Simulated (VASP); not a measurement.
Method: LDA (Ceperley-Alder, Perdew-Zunger), VASP's LDA PAW potentials (set 64) (plane waves; VASP).

VASP input:

**INCAR**
```
SYSTEM=CoGa
PREC=Accurate; ENCUT=400; LREAL=.FALSE.
LASPH=.TRUE.
EDIFF=1E-8; NELM=100; ALGO=Normal
LMAXMIX=4
ISMEAR=1; SIGMA=0.1
IBRION=1; NSW=30; ISIF=2
EDIFFG=-0.001
LWAVE=.FALSE.; LCHARG=.FALSE.
```

### KPOINTS
```
Automatic mesh
0
Gamma
12 12 12
0 0 0
```

File POSCAR:
```
CoGa
1
    2.8095444446     0.0000000000     0.0000000000
    0.0000000000     2.8095444446     0.0000000000
    0.0000000000     0.0000000000     2.8095444446
Ga Co
1 1
Direct
  0.5000000000   0.5000000000   0.5000000000
  0.0000000000   0.0000000000   0.0000000000
```

POTCAR, in this order: Ga_d Co (LDA.64 set). Program: vasp_std.

What VASP printed:

File OSZICAR:
```
       N       E                     dE             d eps       ncg     rms          rms(c)
DAV:   1     0.841363762394E+02    0.84136E+02   -0.91796E+03  2758   0.225E+03
DAV:   2    -0.937007659170E+01   -0.93506E+02   -0.91399E+02  2576   0.322E+02
DAV:   3    -0.135046407752E+02   -0.41346E+01   -0.41159E+01  3010   0.746E+01
DAV:   4    -0.135630459265E+02   -0.58405E-01   -0.58385E-01  3388   0.811E+00
DAV:   5    -0.135643916328E+02   -0.13457E-02   -0.13457E-02  3157   0.106E+00    0.101E+01
DAV:   6    -0.142388996868E+02   -0.67451E+00   -0.20113E+01  2897   0.629E+01    0.103E+01
DAV:   7    -0.125725139942E+02    0.16664E+01   -0.79978E+00  2640   0.466E+01    0.208E+00
DAV:   8    -0.125403644905E+02    0.32150E-01   -0.22802E-01  3055   0.534E+00    0.666E-01
DAV:   9    -0.125333567564E+02    0.70077E-02   -0.19127E-02  3518   0.227E+00    0.130E-01
DAV:  10    -0.125330469646E+02    0.30979E-03   -0.54401E-04  3230   0.336E-01    0.732E-02
DAV:  11    -0.125330243018E+02    0.22663E-04   -0.10188E-04  3415   0.182E-01    0.141E-02
DAV:  12    -0.125330236171E+02    0.68475E-06   -0.63770E-06  3703   0.440E-02    0.300E-03
DAV:  13    -0.125330236550E+02   -0.37980E-07   -0.26898E-07  4064   0.768E-03    0.105E-03
DAV:  14    -0.125330236329E+02    0.22149E-07   -0.58175E-08  2688   0.450E-03    0.266E-04
DAV:  15    -0.125330236329E+02   -0.13188E-10   -0.50911E-09  1561   0.758E-04
   1 F= -.12533024E+02 E0= -.12533099E+02  d E =-.125330E+02
```

### OUTCAR
```
------------------------ aborting loop because EDIFF is reached ----------------------------------------
  FORCE on cell =-STRESS in cart. coord.  units (eV):
  Direction    XX          YY          ZZ          XY          YZ          ZX
  --------------------------------------------------------------------------------------
  Total       -0.0196485     -0.0196485     -0.0196485      0.0000000     -0.0000000      0.0000000
  in kB       -1.4194867     -1.4194867     -1.4194867      0.0000000     -0.0000000      0.0000000
  external PRESSURE =      -1.4194867 kB  Pullay stress =       0.0000000 kB
  volume of cell :       22.18
      direct lattice vectors                 reciprocal lattice vectors
     2.809544445  0.000000000  0.000000000     0.355929589  0.000000000  0.000000000
     0.000000000  2.809544445  0.000000000     0.000000000  0.355929589  0.000000000
     0.000000000  0.000000000  2.809544445     0.000000000  0.000000000  0.355929589
 POSITION                                       TOTAL-FORCE (eV/Angst)
 -----------------------------------------------------------------------------------
      1.40477      1.40477      1.40477         0.000000      0.000000      0.000000
      0.00000      0.00000      0.00000         0.000000      0.000000      0.000000
 -----------------------------------------------------------------------------------
    total drift:                                0.000000     -0.000000      0.000000
  FREE ENERGIE OF THE ION-ELECTRON SYSTEM (eV)
  ---------------------------------------------------
  free  energy   TOTEN  =       -12.5330236329 eV

  energy  without entropy=      -12.5332498505  energy(sigma->0) =      -12.53309904

 reached required accuracy - stopping structural energy minimisation
```
(Selected blocks of OUTCAR.)

The compound is CoGa in the CsCl type structure. It was relaxed first, which changed the volume by -7 %. The start is the result of an earlier pass. The run is not spin-polarised, so no magnetic state was tried.
